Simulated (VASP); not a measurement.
Set up this calculation in VASP 6.6.1, as the native input.

* Task: single point
* Functional: PBE
* Dispersion: D3(BJ)
* Potentials or basis: VASP PAW PBE potentials, release 64 (Ru_pv, N)
* Cutoff: 400 eV
* k mesh: 6 × 6 × 1
* Occupations: methfessel-paxton, width 0.1 eV
* Spin: no spin polarisation
* Further INCAR settings: LREAL = Auto; ALGO = Fast; EDIFF = 1e-06; ISYM = 0

The structure of Ru16N lies in POSCAR:

```
Ru16N
1.0
    5.4000000000      0.0000000000      0.0000000000
    2.7000000000      4.6765371804      0.0000000000
    0.0000000000      0.0000000000     22.9152000000
Ru N
16 1
Direct
    0.8333000000      0.3333000000      0.1091000000
    0.3333000000      0.3333000000      0.1091000000
    0.8333000000      0.8333000000      0.1091000000
    0.3333000000      0.8333000000      0.1091000000
    0.0000000000      0.0000000000      0.2024000000
    0.5000000000      0.0000000000      0.2024000000
    0.0000000000      0.5000000000      0.2024000000
    0.5000000000      0.5000000000      0.2024000000
    0.8356000000      0.3323000000      0.2949000000
    0.3322000000      0.3322000000      0.2948000000
    0.8333000000      0.8333000000      0.2940000000
    0.3322000000      0.8356000000      0.2949000000
    0.9934000000      0.9933000000      0.3903000000
    0.5130000000      0.9936000000      0.3903000000
    0.9934000000      0.5132000000      0.3903000000
    0.5000000000      0.5001000000      0.3843000000
    0.1664000000      0.1666000000      0.4360000000
```

The cell was built by a generator and needn't be a form met in nature.

The input as run:

INCAR

```
SYSTEM = Ru16N
  ALGO = Fast
  EDIFF = 1E-6
  ENCUT = 400
  GGA = PE
  ISIF = 2
  ISMEAR = 1
  ISYM = 0
  IVDW = 12
  KPAR = 4
  LASPH = .TRUE.
  LCHARG = .FALSE.
  LREAL = Auto
  LWAVE = .FALSE.
  NELM = 100
  PREC = Accurate
  SIGMA = 0.1
```

KPOINTS

```
k-points
0
G
  6 6 1
  0 0 0
```

Potentials or basis: VASP PAW PBE potentials, release 64 (Ru_pv, N).

Run with:

```console
$ cat potpaw_PBE.64/Ru_pv/POTCAR potpaw_PBE.64/N/POTCAR > POTCAR
$ mpirun -np 4 vasp_std > vasp.out
```

It gave:

The largest force is 0.740 eV/Å and the band gap on the k mesh is none (metal or under the smearing width). The dispersion energy per atom is -0.445 eV.

It took 9.6 min on 4 MPI ranks on Intel(R) Xeon(R) 6975P-C (Granite Rapids), with other jobs on the host, peak memory 0.9 GiB a rank.
